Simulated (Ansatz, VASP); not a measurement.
# Cu in two plane-wave programs

Aim: how closely do two programs agree when they are given the same cell, functional and k mesh? The structure shown is frame 250 of Ansatz's trajectory.

Calculated with Ansatz 0.2.0; plane waves, with VASP 6.6.1 beside it; single point at PBE.

## 1. The starting structure

The cell holds 48 atoms: 48 Cu. Cell: a = 8.587 Å, b = 8.587 Å, c = 8.587 Å, α = 90.0°, β = 90.0°, γ = 90.0°. As first built, before any earlier steps moved the atoms (in the runner's words): 48 atoms (48 Cu) placed at random at 8 g/cm^3, melted at 2023 K for 5 ps at fixed volume with the EAM Cu potential (Mishin et al., Phys. Rev. B 63, 224106 (2001)). Snapshot at the end of a hold of 8 ps at 1423 K and fixed volume.

## 2. Ansatz: dynamics, PBE

Ansatz runs on its default PAW (the set named soft_2) files.

One frame of this run of dynamics is then solved in both programs, so the motion causes no difference.

Input file input.yaml:

```yaml
crystal:
  lattice:
    - [8.5873, 0.0, 0.0]
    - [0.0, 8.5873, 0.0]
    - [0.0, 0.0, 8.5873]
  atoms:
    - { symbol: Cu, position: [0.24157, 0.29336, 0.77881] }
    - { symbol: Cu, position: [0.19379, 0.52216, 0.93959] }
    - { symbol: Cu, position: [0.2156, 0.00881, 0.55635] }
    - { symbol: Cu, position: [0.93713, 0.72263, 0.92035] }
    - { symbol: Cu, position: [0.71632, 0.51252, 0.99487] }
    - { symbol: Cu, position: [0.22129, 0.01366, 0.90745] }
    - { symbol: Cu, position: [0.70268, 0.5447, 0.55337] }
    - { symbol: Cu, position: [0.97781, 0.26777, 0.84791] }
    - { symbol: Cu, position: [0.96729, 0.98406, 0.44906] }
    - { symbol: Cu, position: [0.93792, 0.04159, 0.06831] }
    - { symbol: Cu, position: [0.75733, 0.09075, 0.56943] }
    - { symbol: Cu, position: [0.18915, 0.56446, 0.26237] }
    - { symbol: Cu, position: [0.46275, 0.05773, 0.42597] }
    - { symbol: Cu, position: [0.95138, 0.52664, 0.41391] }
    - { symbol: Cu, position: [0.71645, 0.32044, 0.39238] }
    - { symbol: Cu, position: [0.39476, 0.7843, 0.55384] }
    - { symbol: Cu, position: [0.67406, 0.82183, 0.42818] }
    - { symbol: Cu, position: [0.44083, 0.01949, 0.08364] }
    - { symbol: Cu, position: [0.16852, 0.75921, 0.77959] }
    - { symbol: Cu, position: [0.43967, 0.76788, 0.90089] }
    - { symbol: Cu, position: [0.46748, 0.53152, 0.78847] }
    - { symbol: Cu, position: [0.70626, 0.24763, 0.09043] }
    - { symbol: Cu, position: [0.7109, 0.98581, 0.23226] }
    - { symbol: Cu, position: [0.66318, 0.02572, 0.88817] }
    - { symbol: Cu, position: [0.45627, 0.26764, 0.93462] }
    - { symbol: Cu, position: [0.42944, 0.791, 0.25902] }
    - { symbol: Cu, position: [0.96756, 0.24707, 0.28739] }
    - { symbol: Cu, position: [0.23502, 0.2365, 0.09224] }
    - { symbol: Cu, position: [0.23135, 0.01227, 0.25496] }
    - { symbol: Cu, position: [0.46776, 0.06941, 0.72237] }
    - { symbol: Cu, position: [0.19532, 0.50952, 0.57873] }
    - { symbol: Cu, position: [0.97611, 0.99426, 0.73014] }
    - { symbol: Cu, position: [0.43566, 0.53199, 0.40742] }
    - { symbol: Cu, position: [0.70313, 0.32024, 0.80743] }
    - { symbol: Cu, position: [0.92185, 0.76304, 0.24262] }
    - { symbol: Cu, position: [0.47532, 0.28142, 0.2766] }
    - { symbol: Cu, position: [0.44578, 0.53203, 0.08514] }
    - { symbol: Cu, position: [0.66871, 0.7885, 0.04653] }
    - { symbol: Cu, position: [0.17767, 0.77526, 0.0801] }
    - { symbol: Cu, position: [0.23474, 0.28925, 0.37484] }
    - { symbol: Cu, position: [0.63742, 0.81491, 0.70329] }
    - { symbol: Cu, position: [0.15395, 0.78565, 0.39283] }
    - { symbol: Cu, position: [0.67544, 0.59769, 0.25889] }
    - { symbol: Cu, position: [0.96333, 0.48812, 0.09246] }
    - { symbol: Cu, position: [0.04211, 0.22186, 0.57907] }
    - { symbol: Cu, position: [0.89015, 0.73988, 0.59759] }
    - { symbol: Cu, position: [0.49846, 0.27354, 0.5719] }
    - { symbol: Cu, position: [0.93398, 0.49564, 0.70514] }
kpoints:
  mp_grid: { grid: [1, 1, 1] }
hamiltonian:
  xc: pbe
scf:
  occupations: { method: fermi_dirac, width: 0.123 }
output:
  forces: true
  stress: true
basis:
  ecutwfc: "300 eV"
md:
  timestep: 4.0
  n_steps: 750
  ensemble: nvt_nose_hoover
  temperature: 1423
  initial_velocities: maxwell_boltzmann
  seed: 6
```

Command:

```bash
$ ansatz run input.yaml --threads 4 --pin off --max-ram 15360MiB --backend cpu --events-out ev --progress --plain --runs-dir out
```

Numbers of over 12 decimals in the logs are rounded to 6 here.

The program printed:

```text
Warning: md: disabling space-group detection — thermal motion breaks the input geometry's symmetry, so no spatial operation reduces the k-mesh or symmetrises the density; time reversal is kept, so that k and −k are solved as one point where they differ and the mesh holds both, and exact exchange and, on two spinor components, a DFT+U term hold to it where the run has them: on two components no moment then forms, and  [...]
Warning: basis.ecutwfc = 300 eV is below the records' recommended 420 eV, and the density's cutoff is lower with it unless basis.ecutrho_ratio is high enough to keep the records' density cutoff: compare with a run at a higher cutoff
Warning: output.stress: scf.convergence.dr2_threshold = 4.8e-8 eV (the default of an md: trajectory) is looser than the 4.8e-9 eV advised for a printed stress (1e-10 eV for each atom of the cell: 48). What an SCF threshold leaves in a stress goes as its square root, and in the free energy as the threshold itself, and one threshold admits the most on a small cell: [figures from the program's tests cut] Set scf.converg [...]
band count auto-derived: 551 (N_el = 912.0; filled up to band 456; 548 by the electrons, moments and atoms)
Engine: ansatz 0.2.0, aarch64-unknown-linux-gnu
Pseudopotentials: kind: paw
Pseudopotential: Cu, paw, valence charge 19, recommended cutoff 420 eV (normal), Cu.paw.azcp
Functional definition: PBE
  parameter kappa = 0.804
  parameter beta = 0.066725
  exchange = pbe_x(kappa = kappa, mu = beta*pi^2/3)
  correlation = pbe_c(beta = beta)
Crystal: 48 atoms, lattice volume = 633.242 Å³
Basis set: ecut = 300 eV, 7497 PW (Γ), exchange–correlation on 100×100×100 points (8 copies of the dense FFT grid, shifted against one another)
Bands: 551, of which v1, the nominal top of the filled ones, is band 456 counted from 1 (455 counted from 0)
Symmetry: 1 space group operations
k-points: 1
Non-local potential: Cu, projectors of the file, l = 0: 3, l = 1: 2, l = 2: 3, l = 3: 1
PAW form: soft (Blöchl's): semilocal exchange-correlation on the pseudo side does not see the compensation charge
PAW one-centre angular grid: Cu, 590 points (default); XC on 64 Gauss nodes
Initial density: superposition of atomic densities (neutral atoms: chi_scale 0, normalization atom), corrected by the library's trained network
Initial wavefunctions: pseudopotential atomic-orbital guess
Functional: x = pbe(κ = 0.804, μ = 0.219515), c = pbe(β = 0.066725)
SCF iter   1: F=—  HF=-317989.065315 eV  |F-HF|=—  |Δ(HF+E_count)|=         —  Δρ=7.64e-3  dr2=3.89e-1  ethr=1.77e-3  ⟨swp⟩=4.0  Hψ=1587  notcnv=0  defer=18
preconditioner: auto → Kerker (q_TF=auto, 2.899 Å⁻¹)  [metal: Δε(μ)=0.097 eV  Ē_g=9.628 eV  σ=0.123 eV  W_gap=0.19  n_scr=250 (ndim 8)  ℏωp=33.9 eV  f_vac=0.001  D(μ)=24.41/eV (n_scr^D=202)]
SCF iter   2: F=—  HF=-317988.821814 eV  |F-HF|=—  |Δ(HF+E_count)|=   2.44e-1  Δρ=1.53e-2  dr2=1.04e0  ethr=4.27e-5  ⟨swp⟩=2.0  Hψ=1110  notcnv=0  defer=71
SCF iter   3: F=—  HF=-317988.588110 eV  |F-HF|=—  |Δ(HF+E_count)|=   2.34e-1  Δρ=3.78e-3  dr2=1.11e-1  ethr=4.27e-5  ⟨swp⟩=2.0  Hψ=722  notcnv=0  defer=71
SCF iter   4: F=—  HF=-317988.528810 eV  |F-HF|=—  |Δ(HF+E_count)|=   5.93e-2  Δρ=8.09e-4  dr2=1.17e-2  ethr=1.22e-5  ⟨swp⟩=2.0  Hψ=736  notcnv=0  defer=71
SCF iter   5: F=—  HF=-317988.531329 eV  |F-HF|=—  |Δ(HF+E_count)|=   2.52e-3  Δρ=6.96e-4  dr2=3.27e-3  ethr=1.28e-6  ⟨swp⟩=2.0  Hψ=726  notcnv=0  defer=71
SCF iter   6: F=—  HF=-317988.530849 eV  |F-HF|=—  |Δ(HF+E_count)|=   4.80e-4  Δρ=3.57e-4  dr2=1.86e-3  ethr=3.59e-7  ⟨swp⟩=2.0  Hψ=922  notcnv=0  defer=71
SCF iter   7: F=—  HF=-317988.530678 eV  |F-HF|=—  |Δ(HF+E_count)|=   1.71e-4  Δρ=1.69e-4  dr2=4.52e-4  ethr=2.04e-7  ⟨swp⟩=1.0  Hψ=478  notcnv=0  defer=71
SCF iter   8: F=—  HF=-317988.530795 eV  |F-HF|=—  |Δ(HF+E_count)|=   1.16e-4  Δρ=6.01e-5  dr2=5.36e-5  ethr=4.96e-8  ⟨swp⟩=2.0  Hψ=485  notcnv=0  defer=71
SCF iter   9: F=—  HF=-317988.530550 eV  |F-HF|=—  |Δ(HF+E_count)|=   2.45e-4  Δρ=2.01e-5  dr2=6.00e-6  ethr=5.88e-9  ⟨swp⟩=1.0  Hψ=551  notcnv=0  defer=73
[...]
md step   710: t =  2840.00 fs  T =  1274.3 K  F+E_penalty+E_count = -317986.83047479 eV  E_kin = 7.741355 eV  conserved = -317979.87937112 eV  P_inst = 2.3192 GPa  (10 SCF iters)
md step   712: t =  2848.00 fs  T =  1235.4 K  F+E_penalty+E_count = -317986.83112473 eV  E_kin = 7.505078 eV  conserved = -317979.87939905 eV  P_inst = 2.3382 GPa  (4 SCF iters)
md step   714: t =  2856.00 fs  T =  1164.5 K  F+E_penalty+E_count = -317986.60439766 eV  E_kin = 7.074409 eV  conserved = -317979.87613758 eV  P_inst = 2.4763 GPa  (5 SCF iters)
md step   716: t =  2864.00 fs  T =  1093.9 K  F+E_penalty+E_count = -317986.34353747 eV  E_kin = 6.645700 eV  conserved = -317979.87446466 eV  P_inst = 2.6215 GPa  (5 SCF iters)
md step   718: t =  2872.00 fs  T =  1042.7 K  F+E_penalty+E_count = -317986.16583957 eV  E_kin = 6.334705 eV  conserved = -317979.87583044 eV  P_inst = 2.7054 GPa  (5 SCF iters)
md step   720: t =  2880.00 fs  T =  1007.1 K  F+E_penalty+E_count = -317986.04673610 eV  E_kin = 6.118226 eV  conserved = -317979.87565068 eV  P_inst = 2.7275 GPa  (9 SCF iters)
md step   722: t =  2888.00 fs  T =   995.0 K  F+E_penalty+E_count = -317986.03717139 eV  E_kin = 6.044871 eV  conserved = -317979.87260790 eV  P_inst = 2.6603 GPa  (5 SCF iters)
md step   724: t =  2896.00 fs  T =  1029.2 K  F+E_penalty+E_count = -317986.28701471 eV  E_kin = 6.252552 eV  conserved = -317979.87427641 eV  P_inst = 2.4431 GPa  (6 SCF iters)
md step   726: t =  2904.00 fs  T =  1091.2 K  F+E_penalty+E_count = -317986.68752898 eV  E_kin = 6.629334 eV  conserved = -317979.87996038 eV  P_inst = 2.1625 GPa  (5 SCF iters)
md step   728: t =  2912.00 fs  T =  1129.4 K  F+E_penalty+E_count = -317986.91914702 eV  E_kin = 6.861114 eV  conserved = -317979.88156691 eV  P_inst = 1.9806 GPa  (5 SCF iters)
md step   730: t =  2920.00 fs  T =  1127.4 K  F+E_penalty+E_count = -317986.88372839 eV  E_kin = 6.849293 eV  conserved = -317979.87762639 eV  P_inst = 1.9374 GPa  (9 SCF iters)
md step   732: t =  2928.00 fs  T =  1119.5 K  F+E_penalty+E_count = -317986.79577790 eV  E_kin = 6.801383 eV  conserved = -317979.87423103 eV  P_inst = 1.9403 GPa  (5 SCF iters)
md step   734: t =  2936.00 fs  T =  1138.7 K  F+E_penalty+E_count = -317986.85947573 eV  E_kin = 6.917642 eV  conserved = -317979.87561222 eV  P_inst = 1.8570 GPa  (6 SCF iters)
md step   736: t =  2944.00 fs  T =  1177.8 K  F+E_penalty+E_count = -317987.02816272 eV  E_kin = 7.155390 eV  conserved = -317979.87812832 eV  P_inst = 1.6809 GPa  (5 SCF iters)
md step   738: t =  2952.00 fs  T =  1214.7 K  F+E_penalty+E_count = -317987.16459051 eV  E_kin = 7.379268 eV  conserved = -317979.87874221 eV  P_inst = 1.5318 GPa  (6 SCF iters)
md step   740: t =  2960.00 fs  T =  1236.8 K  F+E_penalty+E_count = -317987.19829688 eV  E_kin = 7.513537 eV  conserved = -317979.88027905 eV  P_inst = 1.5199 GPa  (10 SCF iters)
md step   742: t =  2968.00 fs  T =  1230.6 K  F+E_penalty+E_count = -317987.04737066 eV  E_kin = 7.476453 eV  conserved = -317979.87945096 eV  P_inst = 1.6586 GPa  (5 SCF iters)
md step   744: t =  2976.00 fs  T =  1207.6 K  F+E_penalty+E_count = -317986.77980479 eV  E_kin = 7.336404 eV  conserved = -317979.87334489 eV  P_inst = 1.8368 GPa  (6 SCF iters)
md step   746: t =  2984.00 fs  T =  1219.8 K  F+E_penalty+E_count = -317986.71929788 eV  E_kin = 7.410386 eV  conserved = -317979.86973588 eV  P_inst = 1.8535 GPa  (5 SCF iters)
md step   748: t =  2992.00 fs  T =  1295.2 K  F+E_penalty+E_count = -317987.03769091 eV  E_kin = 7.868328 eV  conserved = -317979.87449415 eV  P_inst = 1.6264 GPa  (6 SCF iters)
[...]
md step   750: t =  3000.00 fs  T =  1387.8 K  F+E_penalty+E_count = -317987.45012536 eV  E_kin = 8.431016 eV  conserved = -317979.88137530 eV  P_inst = 1.3347 GPa  (10 SCF iters)
SCF converged after 10 iterations
Free energy (F): -317987.450125 eV
Harris-Foulkes:  -317987.450125 eV  (|F-HF|=2.79e-8)
Internal energy: -317986.361535 eV  (E = F + TS)
E sigma→0 (E₀):  -317986.905830 eV
Entropy (-TS):   -1.088591 eV (-22.679 meV/atom)
Fermi energy:    14.135018 eV
--- Per-component energies (eV) ---
  E_band       = -19192.285730
  E_kinetic    = 14381.503618
  E_local      = -210015.978126  (includes V_loc(G=0)·N_el)
  E_nonlocal   = 19405.725647
  E_hartree    = 92717.213503
  E_xc         = -4250.469368
  E_vxc        = -5482.078930  (∫ρ·V_xc dr)
  E_paw        = -80431.129686  (= ΣΔE_a)
  E_vpaw       = -22915.672488  (= ΣTr[D̂ρ^β])
  E_aug_tail   = -0.225358  (compensation charges beyond the density's cutoff)
  E_ewald      = -149793.001765
  E_smearing   = -1.088591  (= −TS)
  E_closure    = 0.000000  (closes the sum)
  Σ components = -317987.450125   (vs F -317987.450125, Δ=0.00e0)
--- Forces (eV/Å), atoms counted from 1 ---
  atom   1  Cu    -0.64435381     0.11752988     0.90583347
  atom   2  Cu    -0.36134845    -0.45559160     1.09805164
  atom   3  Cu     0.04895800    -0.16150975     0.37239071
  atom   4  Cu     0.40043698     1.48710453     1.42345671
  atom   5  Cu    -0.47450428    -1.30126741    -0.32461542
  atom   6  Cu    -1.38424967     0.32858109    -0.68690577
  atom   7  Cu     0.82899467    -0.08209423     1.79681002
  atom   8  Cu     1.02481503     1.98261158    -0.59925216
  atom   9  Cu    -0.13611348     0.79320366     0.41157364
  atom  10  Cu    -0.36860851    -1.62815165     0.66207251
  atom  11  Cu    -0.46628401     0.14780425     0.03212213
  atom  12  Cu    -0.18696114    -0.62250687     0.79474371
  atom  13  Cu    -0.22250934    -0.24173071     0.30351645
  atom  14  Cu     1.18907861    -0.16385984    -0.55273251
  atom  15  Cu    -0.11047270     0.43634210     0.37852738
  atom  16  Cu    -1.39482632     0.48375101    -0.88286105
  atom  17  Cu     0.53446746    -0.33562102    -0.40207967
  atom  18  Cu     0.99701622    -0.24583547     1.01555089
  atom  19  Cu     0.02078842     0.60962302    -1.04265776
  atom  20  Cu     0.34406495    -1.06533656     0.48714860
  atom  21  Cu     1.03915211     0.11573051     1.64950177
  atom  22  Cu    -0.37588119     0.60380364    -1.07843127
  atom  23  Cu    -0.59924385    -0.42587394    -0.62619388
  atom  24  Cu    -0.25964041     0.20132100    -0.94302807
[...]
atom  41  Cu     0.72820568     0.54110706     0.57626524
  atom  42  Cu    -0.11096406     0.81559839     0.62791276
  atom  43  Cu    -0.20774501    -0.56285539    -0.39954834
  atom  44  Cu    -0.09172259     0.27298542    -0.69223891
  atom  45  Cu    -0.02151038     0.44644342    -0.30128359
  atom  46  Cu    -1.21247503    -1.25363896    -0.70660266
  atom  47  Cu    -0.10363692    -1.18158785     0.00271386
  atom  48  Cu    -0.58478373    -1.32530560    -0.18304216
  max |Σ_I F_I| component: 1.17e-5 eV/Å
--- Stress (GPa, compression-positive) ---
        0.422068      -0.866251       0.039118
       -0.866251      -0.698465      -0.193140
        0.039118      -0.193140      -0.076673
  P = ⅓ Tr σ = -0.1177 GPa (-1.177 kbar)
--- MD trajectory: 750 steps, t = 0.0 → 3000.0 fs ---
  final state: T = 1387.8 K   F+E_penalty+E_count = -317987.45012536 eV   E_kin = 8.431016 eV
  conserved energy: peak-to-peak 2.764e-2 eV (5.758e-4 eV/atom) over 3000.0 fs
```

In the SCF lines HF is the Harris–Foulkes energy and dr2 the Hartree energy of the density residual, in eV; the loop may stop once dr2 is under the threshold and the program's other checks hold. Hψ counts applications of the Hamiltonian.

(Part 1 of 2 ends here.)

[Lines on the potential files, build, host, timing and source positions are cut from VASP's logs without a mark.]

[Logs are printed without paths, hosts, clocks, repeated set-up lines and the standing remarks that a program may print on its own settings, such as how far it seeks lower states.]

[Hosts, paths, dates, database ids (printed as entryN), source tags and the programs' standing remarks are cut or masked in the printed files.]
